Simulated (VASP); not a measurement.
Here is the system:

```
CELL_PARAMETERS angstrom
      3.18139     0.00000     0.00000
     -1.59070     2.75517     0.00000
      0.00000     0.00000    25.20253
ATOMIC_POSITIONS crystal
  Zr 0.66667 0.33333 0.44911
  Zr 0.33333 0.66667 0.34733
  Zr 0.66667 0.33333 0.65267
  Zr 0.33333 0.66667 0.55089
```

Calculation: PBEsol GGA, VASP's PBE PAW potentials (set 64) (plane waves; VASP). Numerical set-up: PREC = Normal, EDIFF = 1E-5, 400 eV cut-off, 10×10×1 Γ-centred mesh, first-order Methfessel-Paxton smearing of 0.10 eV, potentials Zr_sv.

### Question
The ions are relaxed. What does this cell relax into?

### Answer

```
CELL_PARAMETERS angstrom
      3.18139     0.00000     0.00000
     -1.59070     2.75517     0.00000
      0.00000     0.00000    25.20253
ATOMIC_POSITIONS crystal
  Zr 0.66667 0.33333 0.44758
  Zr 0.33333 0.66667 0.35210
  Zr 0.66667 0.33333 0.64790
  Zr 0.33333 0.66667 0.55241
```

### Question
How much energy does the relaxation gain?

### Answer
The energy (σ→0) changes by -23.0 meV/atom, in 10 ionic steps.

The cell is a thin slab with vacuum, built from Zr (hcp): (001) face.
